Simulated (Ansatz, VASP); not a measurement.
# TiSi2N4 (TiSi2N4 monolayer): VASP beside Ansatz

One calculation is typed for both programs; each brings its own data sets. How far apart do they land? The structure shown is the start of the Ansatz relaxation below; VASP solves that cell, so the two are compared at the walk's first step.

Main program and level: Ansatz 0.2.0; plane waves, with VASP 6.6.1 beside it; single point at PBE with D3(BJ).

**1. Set-up**

The cell holds 7 atoms: 4 N, 2 Si and 1 Ti. Its edges and angles: a = 2.920 Å, b = 2.920 Å, c = 37.885 Å, α = 90.0°, β = 90.0°, γ = 120.0°. Vacuum lies along c. The height across the vacuum is the one that the program set for its solve, not the one typed.

As a file:

```cif
data_structure
_symmetry_space_group_name_H-M 'P 1'
_symmetry_Int_Tables_number 1
_cell_length_a 2.9200
_cell_length_b 2.9200
_cell_length_c 37.8851
_cell_angle_alpha 90.000
_cell_angle_beta 90.000
_cell_angle_gamma 120.000
_cell_volume 279.75
loop_
_atom_site_label
_atom_site_type_symbol
_atom_site_fract_x
_atom_site_fract_y
_atom_site_fract_z
_atom_site_occupancy
N1 N 0.00000 0.00000 0.23756 1
N2 N 0.33333 0.66667 0.29614 1
N3 N 0.33333 0.66667 0.36487 1
N4 N 0.00000 0.00000 0.42345 1
Si5 Si 0.33333 0.66667 0.24995 1
Si6 Si 0.33333 0.66667 0.41106 1
Ti7 Ti 0.00000 0.00000 0.33051 1
```

**2. Ansatz: relaxation, PBE with D3(BJ)**

Ansatz runs on its default PAW (the set named soft_2) files.

The two programs are compared at the cell with which this relaxation starts, whose forces are those of its first step.

Input file input.yaml:

```yaml
crystal:
  lattice:
    - [2.92, 0.0, 0.0]
    - [-1.46, 2.5287941791, 0.0]
    - [0.0, 0.0, 25.0425286473]
  atoms:
    - { symbol: "N", position: [0.0, 0.0, 0.3593886275] }
    - { symbol: Si, position: [0.3333333333, 0.6666666667, 0.3781340301] }
    - { symbol: "N", position: [0.3333333333, 0.6666666667, 0.4480151521] }
    - { symbol: Ti, position: [0.0, 0.0, 0.5] }
    - { symbol: "N", position: [0.3333333333, 0.6666666667, 0.5519848479] }
    - { symbol: Si, position: [0.3333333333, 0.6666666667, 0.6218659699] }
    - { symbol: "N", position: [0.0, 0.0, 0.6406113725] }
  periodic: [true, true, false]
kpoints:
  mp_grid: { grid: [12, 12, 1] }
hamiltonian:
  xc: pbe
  dispersion: d3bj
scf:
  occupations: { method: fermi_dirac, width: 0.05 }
  convergence: { dr2_threshold: 1.0e-09 }
relax:
  f_tol: 0.004
  max_steps: 90
  cell: {}
output:
  write_potential: true
  write_density: true
  volumetric_format: npy
```

Command:

```sh
$ ansatz run input.yaml --threads 2 --pin off --max-ram 3072MiB --backend cpu --events-out ev --progress --plain --runs-dir out
```

Numbers of over 12 decimals in the logs are rounded to 6 here.

The program printed:

```text
Warning: crystal.periodic: the lattice vector that does not repeat stood 0.000° off the slab's normal, 25.043 Å along it as the deck builds it. The run solves the slab on a vector along the normal, 37.885 Å long, with every atom where it was (on the deck's vector they left 18.00 Å outside them, and the widest stretch free of ions among them is 1.75 Å). A fractional position that the run reports is one of the run's ce [...]
Warning: relax.cell: scf.convergence.dr2_threshold = 1e-9 eV is looser than the 2.41007176388e-10 eV advised for a relaxation that steers and ends on the stress (1e-10 eV for each atom of the cell: 7, times the square of relax.cell.stress_2d_tol = 0.05 N/m over 17.0 Å (the atoms' height at the walk's start and 5 Å past either face), 2.934e-2 GPa, over a crystal's default 0.05). What an SCF threshold leaves in a stress goes as its square root, and in the free energy as the threshold itself, and one threshold admits the most on a small cell: [figures from the program's tests cut] Set scf.convergence.dr2_threshold to 2.41007176388e-10 eV or tighter. [rest of the remark cut]
crystal.periodic: the lattice vector that does not repeat stood 0.000° off the slab's normal, 25.043 Å along it as the deck builds it. The run solves the slab on a vector along the normal, 37.885 Å long, with every atom where it was (on the deck's vector they left 18.00 Å outside them, and the widest stretch free of ions among them is 1.75 Å). A fractional position that the run reports is one of the run's cell, which [...]
Engine: ansatz 0.2.0, x86_64-unknown-linux-gnu
Pseudopotentials: kind: paw
Pseudopotential: N, paw, valence charge 5, recommended cutoff 420 eV (normal), N.paw.azcp
Pseudopotential: Si, paw, valence charge 4, recommended cutoff 420 eV (normal), Si.paw.azcp
Pseudopotential: Ti, paw, valence charge 12, recommended cutoff 420 eV (normal), Ti.paw.azcp
Functional definition: PBE
  parameter kappa = 0.804
  parameter beta = 0.066725
  exchange = pbe_x(kappa = kappa, mu = beta*pi^2/3)
  correlation = pbe_c(beta = beta)
[...]
SCF iter   7: F=—  HF=-5316.214029 eV  |F-HF|=—  |Δ(HF+E_count)|=   2.70e-8  Δρ=9.31e-7  dr2=2.82e-9  ethr=6.12e-10  ⟨swp⟩=2.7  Hψ=883  notcnv=0
SCF iter   8: F=-5316.214029 eV  HF=-5316.214029 eV  |F-HF|=7.19e-10  |Δ(HF+E_count)|=  2.18e-11  Δρ=4.60e-7  dr2=7.83e-10  ethr=2.50e-12  ⟨swp⟩=13.5  Hψ=4534  notcnv=0
SCF 6 converged in 8 iterations: F = -5316.214029 eV  dr2 = 7.83e-10
relax step   6: F+E_penalty+E_count = -5316.21402904 eV  Δ(F+E_penalty+E_count) = -1.385e-4 eV  max|allowed force component| = 8.247e-5 eV/Å  Δτ_max = 0.0009 Å  P = -0.000 N/m  Ω = 279.958 Å³  energy of the carried Pulay correction = -1.618e-4 eV  fix = [c, alpha, beta]  reactions: c +0.000 N/m  (8 SCF iters, accepted)
Initial wavefunctions: pseudopotential atomic-orbital guess (no wavefunctions were taken with the density)
iter 1 solved again at ethr=1.82e-7 eV; its pass at ethr=3.10e-3 eV (dr2=7.27e-5 eV) is discarded
SCF iter   1: F=—  HF=-5316.214191 eV  |F-HF|=—  |Δ(HF+E_count)|=         —  Δρ=9.17e-6  dr2=1.37e-8  ethr=1.82e-7  ⟨swp⟩=6.8  Hψ=6822  notcnv=0
eigensolver tolerance schedule: the retry pair's looser diagonalisation over-reported the residual by 5313.71 of it (diagonalisation noise at 0.45 of the residual, at the tolerance the schedule requests for it); recorded, not acted on — ethr = c·dr2/N_el stays at c = 1.0e-1
preconditioner: auto → Resta (q_TF=auto, 1.973 Å⁻¹)  ε∞=2.3  [insulator: Δε(μ)=1.369 eV  Ē_g=10.867 eV  σ=0.050 eV  W_gap=1.00  n_scr=22 (ndim 8)  ℏωp=12.6 eV  f_vac=0.729  D(μ)=0.00/eV (n_scr^D=0)  ε∞_Penn≈2.3  vacuum switching on, ρ_ref=8.6e-3 e/Å³]
SCF iter   2: F=—  HF=-5316.214210 eV  |F-HF|=—  |Δ(HF+E_count)|=   1.89e-5  Δρ=4.58e-6  dr2=5.45e-9  ethr=3.42e-11  ⟨swp⟩=6.2  Hψ=2087  notcnv=0
SCF iter   3: F=—  HF=-5316.214227 eV  |F-HF|=—  |Δ(HF+E_count)|=   1.68e-5  Δρ=2.55e-6  dr2=2.91e-9  ethr=1.36e-11  ⟨swp⟩=3.5  Hψ=997  notcnv=0
SCF iter   4: F=—  HF=-5316.214236 eV  |F-HF|=—  |Δ(HF+E_count)|=   8.85e-6  Δρ=1.19e-6  dr2=1.16e-9  ethr=7.28e-12  ⟨swp⟩=3.8  Hψ=1042  notcnv=0
SCF iter   5: F=-5316.214240 eV  HF=-5316.214238 eV  |F-HF|=1.86e-6  |Δ(HF+E_count)|=   2.56e-6  Δρ=6.06e-7  dr2=2.83e-10  ethr=2.50e-12  ⟨swp⟩=17.1  Hψ=4521  notcnv=0
SCF 7 converged in 5 iterations: F = -5316.214240 eV  dr2 = 2.83e-10
relax step   7: F+E_penalty+E_count = -5316.21424016 eV  Δ(F+E_penalty+E_count) = -2.111e-4 eV  max|allowed force component| = 7.746e-5 eV/Å  Δτ_max = 0.0000 Å  P = +0.008 N/m  Ω = 279.958 Å³  fix = [c, alpha, beta]  reactions: c +0.000 N/m  stress off target by 8.06e-3 N/m on what of the cell is left free  SCF on the basis re-selected at this cell (its energy is not comparable with the rows above)  (5 SCF iters)
basis re-selected at this cell: Δ(F+E_penalty+E_count) = -2.111e-4 eV, ΔP = +0.008 N/m vs the last step (what re-selecting the basis moved, of the pressure what is left beyond the Pulay correction that the steps carried, after the strain that the cell walked since its last selection, with what the two solves' SCF thresholds leave and, on support functions, any second-order correction that the steps lacked; it is no m [...]
WARN: The output density's exchange-correlation potential varies sharply where the density is thin. Do not read a vacuum level from v_tot or v_xc, or from such a field of the output density. On a cell that repeats whose density bears no net charge and no dipole along the vacuum's axis use v_es (v_loc + v_h of the components); under efield.dipole_correction with no amplitude use v_es + v_field, which holds any externa [...]
SCF converged after 5 iterations
Free energy (F): -5316.214240 eV
Harris-Foulkes:  -5316.214238 eV  (|F-HF|=1.86e-6)
Internal energy: -5316.214240 eV  (E = F + TS)
E sigma→0 (E₀):  -5316.214240 eV
Entropy (-TS):   -0.000000 eV (-0.000 meV/atom)
Fermi energy:    -6.023855 eV
--- Per-component energies (eV) ---
  E_band       = -772.756687
  E_kinetic    = 897.103388
  E_local      = -135901.351578  (includes V_loc(G=0)·N_el)
  E_nonlocal   = 235.040992
  E_hartree    = 67388.669213
  E_xc         = -454.662473
  E_vxc        = -529.716534  (∫ρ·V_xc dr)
  E_paw        = -2581.873507  (= ΣΔE_a)
  E_vpaw       = -251.169803  (= ΣTr[D̂ρ^β])
  E_aug_tail   = 0.000528  (compensation charges beyond the density's cutoff)
  E_ewald      = 65102.649930
  E_disp       = -1.790733  (pairwise vdW)
  E_smearing   = -0.000000  (= −TS)
  E_closure    = -0.000000  (closes the sum)
  Σ components = -5316.214240   (vs F -5316.214240, Δ=0.00e0)
--- Forces (eV/Å), atoms counted from 1 ---
  atom   1  N     -0.00000000    -0.00000000     0.00007746
  atom   2  Si     0.00000000     0.00000000    -0.00000449
  atom   3  N      0.00000000    -0.00000000    -0.00002906
  atom   4  Ti     0.00000000    -0.00000000     0.00000000
  atom   5  N      0.00000000    -0.00000000     0.00002906
  atom   6  Si     0.00000000     0.00000000     0.00000449
  atom   7  N      0.00000000    -0.00000000    -0.00007746
  max |Σ_I F_I| component: 5.55e-16 eV/Å
--- 2D stress c σ (N/m, compression-positive) ---
        0.008061       0.000000       0.000000
        0.000000       0.008061       0.000000
        0.000000       0.000000       0.000000
  P = ½ c Tr σ = 0.0081 N/m
--- Band table (eV; the first three rows and the last of 19) ---
  k-point 0: bands = ["-62.8533", "-39.1209", "-38.8637", "-38.8637", "-24.0400", "-23.9560", "-21.1712", "-19.8602", "-13.4857", "-10.9468", "-9.2196", "-9.2196", "-9.1998", "-9.1998", "-8.9827", "-8.3865", "-8.3865", "-7.2487", "-7.1111", "-7.1111", "-4.2760", "-2.2195", "-2.2195", "-2.1129", "-2.1129", "-1.4789", "-1.3680"]
  k-point 1: bands = ["-62.8475", "-39.1120", "-38.9056", "-38.8724", "-23.9280", "-23.8472", "-21.0840", "-19.8320", "-13.3947", "-10.9240", "-9.7897", "-9.7450", "-9.3345", "-9.3191", "-8.8531", "-8.5870", "-8.2985", "-7.3904", "-7.2335", "-7.0508", "-4.3383", "-2.3315", "-2.3184", "-2.1537", "-2.0741", "-1.0266", "-0.9833"]
  k-point 2: bands = ["-62.8316", "-39.0876", "-39.0189", "-38.8962", "-23.6003", "-23.5287", "-20.8453", "-19.7580", "-13.1790", "-11.0812", "-10.9227", "-10.7460", "-9.6238", "-9.6215", "-9.2064", "-8.5800", "-8.0621", "-7.7258", "-7.5382", "-7.1164", "-4.6534", "-2.4092", "-2.3310", "-2.2607", "-1.7215", "-0.4320", "-0.4008"]
  k-point 18: bands = ["-62.7548", "-39.3285", "-39.2258", "-38.9697", "-21.0813", "-21.0786", "-19.9727", "-19.7066", "-14.4056", "-14.0880", "-13.5528", "-13.5098", "-10.9587", "-10.5235", "-10.1879", "-9.4766", "-9.3766", "-9.0045", "-7.3024", "-6.6486", "-4.8109", "-3.3136", "-1.9809", "-1.5772", "-0.9667", "-0.1660", "1.6337"]
  the weakly bound empty levels are not read free of the cell's end (no_gap_told)
--- Relaxed structure (6 steps of the walk, 6 accepted, 1 SCFs on fresh bases) ---
  F+E_penalty+E_count = -5316.21424016 eV   max|allowed force component| = 7.746e-5 eV/Å   (the final SCF, on the basis selected at the relaxed cell)
  cell:  # Å, volume = 279.9577 Å³
    - [2.921103, 0, 0.0]
    - [-1.460552, 2.529749, 0.0]
    - [0.0, 0.0, 37.885057]
  atoms:
    - { symbol: N, position: [1.0573552618554996e-17, -5.135725556199062e-17, 0.239801] }
    - { symbol: Si, position: [0.333333, 0.666667, 0.253400] }
    - { symbol: N, position: [0.333333, 0.666667, 0.299494] }
    - { symbol: Ti, position: [1.0573552618554996e-17, -5.135725556199062e-17, 0.330507] }
    - { symbol: N, position: [0.333333, 0.666667, 0.361519] }
    - { symbol: Si, position: [0.333333, 0.666667, 0.407613] }
    - { symbol: N, position: [1.0573552618554996e-17, -5.135725556199062e-17, 0.421212] }
```

**3. VASP: single point, PBE with D3(BJ), start cell**

The same cell, functional, mesh and smearing now go to VASP, with its own data sets.

Lines of VASP's logs that name or quote its potential files are left out, and so is its time.

Input file INCAR:

```
SYSTEM = TiSi2N4
PREC = Accurate
ENCUT = 520
EDIFF = 1E-06
NELM = 120
ISMEAR = -1
SIGMA = 0.05
LREAL = .FALSE.
ALGO = Normal
GGA = PE
IVDW = 12
NBANDS = 27
LASPH = .TRUE.
LORBIT = 11
LWAVE = .FALSE.
LCHARG = .FALSE.
ISIF = 2
LDIPOL = .TRUE.
IDIPOL = 3
DIPOL = 0.5 0.5 0.331
LVHAR = .TRUE.
GGA_COMPAT = .FALSE.
EFERMI = MIDGAP
NELMDL = -8
KPAR = 2
```

Input file POSCAR:

```
TiSi2N4
1.0
    2.9200000000      0.0000000000      0.0000000000
   -1.4600000000      2.5287940000      0.0000000000
    0.0000000000      0.0000000000     37.8850570000
N Si Ti
4 2 1
Direct
    0.0000000000      0.0000000000      0.2375606695
    0.3333333333      0.6666666667      0.2961439916
    0.3333333333      0.6666666667      0.3648693469
    0.0000000000      0.0000000000      0.4234526690
    0.3333333333      0.6666666667      0.2499516367
    0.3333333333      0.6666666667      0.4110617018
    0.0000000000      0.0000000000      0.3305066692
```

Input file KPOINTS:

```
Automatic mesh
0
Gamma
12 12 1
0 0 0
```

PAW data sets: N, Si and Ti_sv (PBE family, release 64).

Command:

```sh
$ mpirun -np 2 vasp_std
```

The program printed:

```text
[banner, memory and clock lines left out]
running    2 mpi-ranks, on    1 nodes
 distrk:  each k-point on    1 cores,    2 groups
 distr:  one band on    1 cores,    1 groups

 POSCAR found type information on POSCAR N SiTi
 POSCAR found :  3 types and       7 ions
 LDA part: xc-table for (Slater+PW92), standard interpolation
 POSCAR, INCAR and KPOINTS ok, starting setup
 FFT: planning ... GRIDC
 FFT: planning ... GRID_SOFT
 FFT: planning ... GRID
 WAVECAR not read
 entering main loop
       N       E                     dE             d eps       ncg     rms          rms(c)
DAV:   1     0.379079423911E+03    0.37908E+03   -0.18460E+04  1210   0.122E+03
DAV:   2    -0.962666206193E+01   -0.38871E+03   -0.37877E+03  1426   0.321E+02
DAV:   3    -0.685853848589E+02   -0.58959E+02   -0.58627E+02  1453   0.126E+02
DAV:   4    -0.720896341470E+02   -0.35042E+01   -0.34986E+01  1646   0.318E+01
DAV:   5    -0.722627001036E+02   -0.17307E+00   -0.17306E+00  1465   0.422E+00
DAV:   6    -0.722655758855E+02   -0.28758E-02   -0.28757E-02  1545   0.682E-01
DAV:   7    -0.722657100870E+02   -0.13420E-03   -0.13420E-03  1473   0.102E-01
DAV:   8    -0.722657113793E+02   -0.12923E-05   -0.12923E-05  1596   0.131E-02    0.251E+01
DAV:   9    -0.616508201700E+02    0.10615E+02   -0.87218E+01  1469   0.630E+01    0.185E+01
DAV:  10    -0.612634425156E+02    0.38738E+00   -0.69205E+01  1374   0.638E+01    0.112E+01
DAV:  11    -0.592454787908E+02    0.20180E+01   -0.38924E+00  1263   0.173E+01    0.503E+00
DAV:  12    -0.590425980356E+02    0.20288E+00   -0.31865E+00  1598   0.127E+01    0.335E+00
DAV:  13    -0.589559168247E+02    0.86681E-01   -0.41981E-01  1283   0.457E+00    0.126E+00
DAV:  14    -0.589538683644E+02    0.20485E-02   -0.32720E-02  1264   0.139E+00    0.783E-01
[...]
DAV:  23    -0.589476431216E+02   -0.52715E-04   -0.67558E-06   974   0.207E-02    0.427E-03
DAV:  24    -0.589476894957E+02   -0.46374E-04   -0.21264E-06   917   0.729E-03    0.297E-03
DAV:  25    -0.589477146589E+02   -0.25163E-04   -0.13725E-06   855   0.742E-03    0.199E-03
DAV:  26    -0.589477201345E+02   -0.54755E-05   -0.21704E-07   715   0.317E-03    0.862E-04
DAV:  27    -0.589477255611E+02   -0.54266E-05   -0.23279E-07   743   0.226E-03    0.336E-04
DAV:  28    -0.589477272251E+02   -0.16640E-05   -0.55593E-08   690   0.133E-03    0.382E-04
DAV:  29    -0.589477285792E+02   -0.13541E-05   -0.46628E-08   728   0.928E-04    0.263E-04
DAV:  30    -0.589477288972E+02   -0.31799E-06   -0.14955E-08   600   0.544E-04
   1 F= -.60693020E+02 E0= -.60693018E+02  d E =-.383248E-05
```

(Part 1 of 2 ends here.)

[Lines on the potential files, build, host, timing and source positions are cut from VASP's logs without a mark.]

[Logs are printed without paths, hosts, clocks, repeated set-up lines and the standing remarks that a program may print on its own settings, such as how far it seeks lower states.]

[Hosts, paths, dates, database ids (printed as entryN), source tags and the programs' standing remarks are cut or masked in the printed files.]
